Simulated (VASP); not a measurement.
VASP ran on this input.

POSCAR:
```
CdTe
1.0
  6.3987082824   0.0000000000   0.0000000000
  0.0000000000   4.5334783277   0.0000000000
  0.0000000000   0.0000000000   4.5334783277
Cd Te
2 2
Cart
  0.0000000000   0.0000000000   4.5334783277
  3.1993541412   2.2667391639   2.2667391639
  1.5996770706   0.0000000000   2.2667391639
  4.7990312118   2.2667391639   0.0000000000
```

**INCAR**
```
SYSTEM=CdTe
PREC=Accurate; ENCUT=400; LREAL=.False.
LASPH=.True.
EDIFF=1E-6; NELM=100; ALGO=Normal
LMAXMIX=4
ISMEAR=0; SIGMA=0.05
IBRION=2; NSW=60; ISIF=3
EDIFFG=-0.02
LWAVE=.False.; LCHARG=.False.
```

### KPOINTS
```
Automatic mesh
0
G
3 5 5
```

POTCAR, in this order: Cd Te (LDA.64 set). Program: vasp_std.

Task: Write an equivalent input for Ansatz.

Result: One equivalent input (not run):
Ansatz 0.2 input:
```yaml
crystal:
  lattice:
    - [6.3987083, 0.0000000, 0.0000000]
    - [0.0000000, 4.5334783, 0.0000000]
    - [0.0000000, 0.0000000, 4.5334783]
  atoms:
    - { symbol: Cd, position: [0.0000000, 0.0000000, 1.0000000] }
    - { symbol: Cd, position: [0.5000000, 0.5000000, 0.5000000] }
    - { symbol: Te, position: [0.2500000, 0.0000000, 0.5000000] }
    - { symbol: Te, position: [0.7500000, 0.5000000, 0.0000000] }
kpoints:
  mp_grid: { grid: [3, 5, 5] }
hamiltonian:
  xc: lda
  pseudopotentials: { kind: paw }
scf:
  occupations: { method: gaussian, width: 0.05 }
  max_iter: 100
relax:
  max_steps: 60
  f_tol: 0.02
  cell: {}
output: { forces: true, stress: true, eigenvalues: true }
```
The two are equivalent in intent, not identical: each code has its own PAW files, so the cut-off isn't converted (ENCUT is set for VASP's; basis.ecutwfc is left out, and Ansatz then takes the one that its files recommend); Ansatz stops its SCF on the density residual and VASP on the energy change (EDIFF); Ansatz's lda is the Perdew-Wang form, while the LDA potentials of VASP carry Perdew-Zunger's.

The compound is CdTe in the zinc blende structure. It was relaxed first. The start is the result of an earlier pass.
